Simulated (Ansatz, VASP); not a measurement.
## One calculation of SiPb, two programs

INCAR

```
SYSTEM = SiPb
ALGO     = Normal         ! electronic algorithm
EDIFF    = 1E-7           ! SCF threshold, eV
EDIFFG   = -0.005         ! ionic threshold
ENCUT    = 600            ! plane-wave cutoff, eV
GGA      = PS             ! functional
IBRION   = 2              ! ionic algorithm
ISIF     = 3              ! what is computed and relaxed
ISMEAR   = -1             ! smearing method
LASPH    = .TRUE.         ! aspherical terms in the spheres
LCHARG   = .FALSE.        ! write CHGCAR
LREAL    = .FALSE.        ! projectors in reciprocal space
LWAVE    = .FALSE.        ! write WAVECAR
NELM     = 80             ! most SCF steps
NSW      = 60             ! ionic steps
PREC     = Accurate       ! precision mode
SIGMA    = 0.08           ! smearing width, eV
```

KPOINTS

```
k-points
0
G
  11 11 11
  0 0 0
```

POSCAR

```
SiPb
1.0
    3.3105586784      0.0000000000      0.0000000000
    0.0000000000      3.3105586784      0.0000000000
    0.0000000000      0.0000000000      3.3105586784
Pb Si
1 1
Direct
    0.0000000000      0.0000000000      0.0000000000
    0.5000000000      0.5000000000      0.5000000000
```

Input for Ansatz:

```yaml
crystal:
  lattice:
    - [3.3105586784, 0.0, 0.0]
    - [0.0, 3.3105586784, 0.0]
    - [0.0, 0.0, 3.3105586784]
  atoms:
    - { symbol: Pb, position: [0.0, 0.0, 0.0] }
    - { symbol: Si, position: [0.5, 0.5, 0.5] }
kpoints:
  mp_grid: { grid: [11, 11, 11] }
scf:
  occupations: { method: fermi_dirac, width: 0.08 }
hamiltonian:
  xc: pbesol
  pseudopotentials: { kind: paw }
output:
  forces: true
  stress: true
relax:
  f_tol: 0.005
  max_steps: 40
  cell: {}
```

Alike in both runs: task relaxation of cell and atoms; functional PBEsol; k mesh 11 × 11 × 11; occupations fermi-dirac, width 0.08 eV; no spin polarisation.

|  | VASP | Ansatz |
| --- | --- | --- |
| version | VASP 6.6.1 | Ansatz 0.2.0 |
| potentials or method | VASP PAW PBE potentials, release 64 (Pb_d, Si) | PAW with Ansatz's default frozen-core files, scalar-relativistic |
| plane-wave cutoff (eV) | 600 | 420 |
| valence electrons in the cell | 18 | 18 |

```tsv
	VASP	Ansatz	Ansatz less VASP
relaxed volume (Å³/atom)	22.93	22.94	+0.008
relaxed cell length with the largest relative difference (Å)	3.580	3.580	+0.0004
energy change over the relaxation (meV/atom)	-298	-298	+0.2
```

Caveats: the volume moved by over 15 % at a fixed basis, so the end points are rough (VASP); the PAW data sets were made with another functional, which shifts forces and pressure a little (VASP). The runs have no spin-orbit coupling, so splittings on Pb are missing.
